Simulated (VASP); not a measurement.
Given:

```
CELL_PARAMETERS angstrom
      0.00000     2.30689     2.30689
      2.30689     0.00000     2.30689
      2.30689     2.30689     0.00000
ATOMIC_POSITIONS crystal
  Ca 0.00000 0.00000 0.00000
  O  0.50000 0.50000 0.50000
```

Calculation: LDA (Ceperley-Alder, Perdew-Zunger), VASP's LDA PAW potentials (set 64) (plane waves; VASP 6.6.1). Numerical set-up: 620 eV cut-off, 10×10×10 Γ-centred mesh, Gaussian smearing of 0.050 eV, potentials Ca_sv O.

Question: Estimate the energy per atom (σ→0), pressure, band gap (on the k-mesh) with the smallest direct gap where there is one.

Answer: 
The band gap (on the k-mesh) is 3.36 eV and the smallest direct gap (on the k-mesh) comes out as 3.69 eV. The energy per atom (σ→0) is -7.086 eV/atom. The pressure is 9.97 GPa.

Only differences to runs with the same potentials and settings are physical.

The compound is CaO in the rock salt structure. It was relaxed first under an external pressure of 10 GPa.
